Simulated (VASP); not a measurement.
VASP runs on Co2Re (space group I4/mmm) share one base input (PBE GGA, plane waves, VASP's PBE PAW potentials (set 64)) and change the settings named in each case.

KPOINTS:
```
Automatic
0
Gamma
7 7 7
0 0 0
```

**INCAR**
```
# general
SYSTEM  = Co2Re
PREC    = Accurate
ENCUT   = 300   # plane-wave cut-off (eV)
LREAL   = .FALSE.   # projection in real space or not
LASPH   = .TRUE.

# electronic loop
EDIFF   = 1E-6
NELM    = 100   # most electronic steps
ALGO    = Normal   # blocked Davidson
LMAXMIX = 6

# smearing
ISMEAR  = 0
SIGMA   = 0.1

# functional
GGA     = PE   # PBE

# spin
ISPIN   = 2   # spin-polarised
MAGMOM  = 0.0 3.0 3.0

# ions
ISIF    = 2   # forces and stress, cell fixed

# output
LWAVE   = .FALSE.
LCHARG  = .FALSE.
LORBIT  = 11   # lm-projected
```

POSCAR:
```
Co2Re
1.0
 -1.5382080000   1.5382080000   3.7648290000
  1.5382080000  -1.5382080000   3.7648290000
  1.5382080000   1.5382080000  -3.7648290000
Re Co
1 2
Direct
  0.0000000000   0.0000000000   0.0000000000
  0.3353000000   0.3353000000   0.0000000000
  0.6647000000   0.6647000000   0.0000000000
```

POTCAR, in this order: Re Co (PBE.64 set). Program: vasp_std.

```csv
change,E(σ→0) (eV/atom),pressure (GPa),largest force (eV/Å),−TS (eV)
base run,-8.6687,1.20,0.335,-0.0186
GGA = PS,-9.4715,…,…,…
"GGA_COMPAT = .FALSE., ISPIN removed, LNONCOLLINEAR = .TRUE., LSORBIT = .TRUE., MAGMOM = 0.0 0.0 0.0 0.0 0.0 3.0 0.0 0.0 3.0, program vasp_ncl",-8.7748,…,…,…
KPOINTS 4×4×4 Γ-centred mesh (not converged),-8.6669,4.06,0.756,-0.0248
```

### Question
Fill in the missing entries.

### Answer

- GGA_COMPAT = .FALSE., ISPIN removed, LNONCOLLINEAR = .TRUE., LSORBIT = .TRUE., MAGMOM = 0.0 0.0 0.0 0.0 0.0 3.0 0.0 0.0 3.0, program vasp_ncl, pressure (GPa): 1.52
- GGA_COMPAT = .FALSE., ISPIN removed, LNONCOLLINEAR = .TRUE., LSORBIT = .TRUE., MAGMOM = 0.0 0.0 0.0 0.0 0.0 3.0 0.0 0.0 3.0, program vasp_ncl, largest force (eV/Å): 0.332
- GGA_COMPAT = .FALSE., ISPIN removed, LNONCOLLINEAR = .TRUE., LSORBIT = .TRUE., MAGMOM = 0.0 0.0 0.0 0.0 0.0 3.0 0.0 0.0 3.0, program vasp_ncl, −TS (eV): -0.0194
- GGA = PS, pressure (GPa): -8.97
- GGA = PS, largest force (eV/Å): 0.280
- GGA = PS, −TS (eV): -0.0206

Energies of different potentials or functionals have different zeros.  Unless said otherwise, spin-orbit coupling is left out, though it shifts the bands of the heavy elements here. At 300 eV the pressure can carry a Pulay error.

Left out are runs that ran out of time, are held back, or changed the cell or the kind of run, fixed moments of cells without a moment, rows past the twelfth, gaps on odd meshes, pressures of charged cells and columns that move by less than the noise.

The structure was generated: Co2Re was put into an ordered model structure, which need not be its known phase. The cell was not relaxed at this level, forces remain on its atoms, its lattice was scaled by up to 2.5 %.
